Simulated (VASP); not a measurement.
Computed with PBE GGA, VASP's PBE PAW potentials (set 64) (plane waves; VASP 6.6.1).

VASP input:

**INCAR**
```
ISMEAR = 1
NELM = 100
ISIF = 3   # ions, shape and volume
SIGMA = 0.1   # width (eV)
ENCUT = 520   # plane-wave cut-off (eV)
EDIFFG = -0.01
SYSTEM = Na
LASPH = .True.
GGA = PE
PREC = Accurate
LWAVE = .False.
ALGO = Normal   # blocked Davidson
NSW = 60
LREAL = .False.
IBRION = 2
EDIFF = 1E-6   # SCF stop (eV)
LCHARG = .False.
```

File KPOINTS:
```
Regular mesh
0
gamma
 11 11 11
0 0 0
```

File POSCAR:
```
Na
1
   -2.1300000000     2.1300000000     2.1300000000
    2.1300000000    -2.1300000000     2.1300000000
    2.1300000000     2.1300000000    -2.1300000000
Na
1
Direct
  0.0000000000   0.0000000000   0.0000000000
```

POTCAR, in this order: Na_pv (PBE.64 set). Program: vasp_std.

Energy and stress use the plane-wave basis of the starting cell.

Predict the energy per atom (σ→0), volume per atom, band gap (on the k-mesh).

```
Item                                                         Value
------------------------  ----------------------------------------
energy per atom (σ→0)                               -1.314 eV/atom
band gap (on the k-mesh)  none (metal, semimetal or under 0.01 eV)
volume per atom                                      36.89 Å³/atom
```

**OSZICAR**
```
...
       N       E                     dE             d eps       ncg     rms          rms(c)
DAV:   1    -0.132374242233E+01   -0.10039E-01   -0.32532E-01   784   0.131E+01    0.679E-01
DAV:   2    -0.131649116683E+01    0.72513E-02   -0.86656E-03   784   0.202E+00    0.343E-01
DAV:   3    -0.131414080263E+01    0.23504E-02   -0.43519E-03   784   0.138E+00    0.325E-02
DAV:   4    -0.131397865825E+01    0.16214E-03   -0.17138E-04   798   0.310E-01    0.327E-03
DAV:   5    -0.131397762132E+01    0.10369E-05   -0.49563E-07   413   0.134E-02    0.109E-03
DAV:   6    -0.131397710592E+01    0.51540E-06   -0.66239E-07   406   0.207E-02
   6 F= -.13139771E+01 E0= -.13138590E+01  d E =-.186297E-02
```

The compound is Na in the bcc structure. This run relaxes it. Symmetry was kept, so distortions that lower it aren't found.
